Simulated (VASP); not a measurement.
Method: rev-vdW-DF2, VASP's PBE PAW potentials (set 64) (plane waves; VASP 6.6.1).

Input for VASP

KPOINTS:
```
Automatic mesh
0
Gamma
16 16 16
0 0 0
```

**POSCAR**
```
Pt
1
    0.0000000000     1.9742957699     1.9742957699
    1.9742957699     0.0000000000     1.9742957699
    1.9742957699     1.9742957699     0.0000000000
Pt
1
Direct
  0.0000000000   0.0000000000   0.0000000000
```

**INCAR**
```
! general
SYSTEM   = Pt
PREC     = Accurate
ENCUT    = 520   ! plane-wave cut-off (eV)
LREAL    = .FALSE.
LASPH    = .TRUE.

! electronic loop
EDIFF    = 1E-7   ! SCF stop (eV)
NELM     = 100
ALGO     = Normal   ! blocked Davidson
LMAXMIX  = 6   ! l cut-off of mixed one-centre charges

! smearing
ISMEAR   = 1
SIGMA    = 0.1

! functional
GGA      = MK
LUSE_VDW = .TRUE.
AGGAC    = 0.0
PARAM1   = 0.1234568
PARAM2   = 0.7114
ZAB_VDW  = -1.8867

! ions
ISIF     = 2   ! forces and stress, cell fixed

! output
LWAVE    = .FALSE.
LCHARG   = .FALSE.
```

POTCAR, in this order: Pt (PBE.64 set). Program: vasp_std.

Output

File OSZICAR:
```
       N       E                     dE             d eps       ncg     rms          rms(c)
DAV:   1     0.393390198907E+02    0.39339E+02   -0.55447E+03  2666   0.104E+03
DAV:   2    -0.400554147970E+01   -0.43345E+02   -0.41499E+02  2773   0.188E+02
DAV:   3    -0.443963726066E+01   -0.43410E+00   -0.42720E+00  3112   0.191E+01
DAV:   4    -0.444108438654E+01   -0.14471E-02   -0.14467E-02  2976   0.116E+00
DAV:   5    -0.444109436134E+01   -0.99748E-05   -0.99760E-05  2944   0.866E-02    0.122E+01
DAV:   6    -0.408751263591E+01    0.35358E+00   -0.95862E-01  2669   0.884E+00    0.633E+00
DAV:   7    -0.404909199205E+01    0.38421E-01   -0.14951E-01  2806   0.338E+00    0.247E+00
DAV:   8    -0.404546130597E+01    0.36307E-02   -0.52757E-03  2826   0.735E-01    0.493E-01
DAV:   9    -0.404530360516E+01    0.15770E-03   -0.11264E-04  2753   0.111E-01    0.145E-02
DAV:  10    -0.404530846813E+01   -0.48630E-05   -0.27868E-06  3045   0.164E-02    0.264E-03
DAV:  11    -0.404530850037E+01   -0.32248E-07   -0.46978E-08  2245   0.225E-03
   1 F= -.40453085E+01 E0= -.40449976E+01  d E =-.932679E-03
```

**OUTCAR**
```
------------------------ aborting loop because EDIFF is reached ----------------------------------------
  FORCE on cell =-STRESS in cart. coord.  units (eV):
  Direction    XX          YY          ZZ          XY          YZ          ZX
  --------------------------------------------------------------------------------------
  Total        0.0051712      0.0051712      0.0051712      0.0000000      0.0000000      0.0000000
  in kB        0.5383178      0.5383178      0.5383178      0.0000000      0.0000000      0.0000000
  external PRESSURE =       0.5383178 kB  Pullay stress =       0.0000000 kB
  volume of cell :       15.39
      direct lattice vectors                 reciprocal lattice vectors
     0.000000000  1.974295770  1.974295770    -0.253254861  0.253254861  0.253254861
     1.974295770  0.000000000  1.974295770     0.253254861 -0.253254861  0.253254861
     1.974295770  1.974295770  0.000000000     0.253254861  0.253254861 -0.253254861
 POSITION                                       TOTAL-FORCE (eV/Angst)
 -----------------------------------------------------------------------------------
      0.00000      0.00000      0.00000         0.000000      0.000000      0.000000
 -----------------------------------------------------------------------------------
    total drift:                               -0.000000      0.000000      0.000000
  FREE ENERGIE OF THE ION-ELECTRON SYSTEM (eV)
  ---------------------------------------------------
  free  energy   TOTEN  =        -4.0453085004 eV

  energy  without entropy=       -4.0443758215  energy(sigma->0) =       -4.04499761
```
(Selected blocks of OUTCAR.)

### OUTCAR
```
 val. band max:       10.7355130315   @ k =  -0.2500   0.1250   0.0000

 cond. band min:      10.7649041689   @ k =  -0.4375   0.3125   0.0000


 Fermi energy:        10.7425725225

 k-point     1 :       0.0000    0.0000    0.0000
  band No.  band energies     occupation
      1       0.7883      2.00000
      2       7.0994      2.00000
      3       7.0994      2.00000
      4       7.0995      2.00000
      5       9.1850      2.00000
      6       9.1850      2.00000
      7      25.6038      0.00000
      8      30.3629      0.00000
      9      30.3629      0.00000

 k-point     2 :       0.0625    0.0000    0.0000
  band No.  band energies     occupation
      1       0.9425      2.00000
      2       7.0327      2.00000
      3       7.1602      2.00000
      4       7.1602      2.00000
      5       9.1516      2.00000
      6       9.1516      2.00000
      7      25.8394      0.00000
      8      29.5541      0.00000
      9      30.5961      0.00000

 k-point     3 :       0.1250    0.0000    0.0000
  band No.  band energies     occupation
      1       1.3876      2.00000
      2       6.8691      2.00000
      3       7.3123      2.00000
      4       7.3123      2.00000
      5       9.0893      2.00000
      6       9.0893      2.00000
      7      26.4568      0.00000
      8      27.9203      0.00000
      9      31.2665      0.00000

 k-point     4 :       0.1875    0.0000    0.0000
  band No.  band energies     occupation
      1       2.0586      2.00000
      2       6.7181      2.00000
      3       7.4548      2.00000
      4       7.4548      2.00000
      5       9.1146      2.00000
      6       9.1146      2.00000
      7      26.0360      0.00000
      8      27.1538      0.00000
      9      32.2718      0.00000

 k-point     5 :       0.2500    0.0000    0.0000
  band No.  band energies     occupation
      1       2.8033      2.00000
      2       6.7739      2.00000
      3       7.4631      2.00000
...
```

Unless said otherwise, spin-orbit coupling is left out, though it shifts the bands of the heavy elements here.

The compound is Pt in the fcc structure. It was relaxed first.
